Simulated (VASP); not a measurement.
Data:

```yaml
crystal:
  lattice:
    - [3.12227, 0.00000, 0.00000]
    - [-1.56113, 2.70396, 0.00000]
    - [0.00000, 0.00000, 6.97657]
  atoms:
    - { symbol: Re, position: [0.00000, 0.00000, 0.00000] }
    - { symbol: Se, position: [0.33333, 0.66667, 0.25539] }
    - { symbol: Se, position: [0.66667, 0.33333, 0.74461] }
```

Computed with PBEsol GGA, VASP's PBE PAW potentials (set 64) (plane waves; VASP). Settings: 400 eV cut-off, 13×13×5 Γ-centred mesh, tetrahedra with Blöchl corrections, potentials Re Se.

The cores are frozen, which limits the accuracy of field gradients. Without a dispersion term in the relaxation, distances and binding between the weakly bound layers, chains or molecules are unreliable, and so is what depends on them.

Task: Give the principal components of the electric field gradient (V/Å²) and the asymmetry η at each nucleus.

Result: 
```csv
atom,Vxx,Vyy,Vzz,η
Re1,66.1,66.1,-132.3,0.00
Se2,33.7,33.7,-67.5,0.00
Se3,33.7,33.7,-67.5,0.00
```

The structure was generated: ReSe2 was put into the CdI2 type (P-3m1), which need not be its known phase. It was relaxed first, which changed the volume by -22 %.
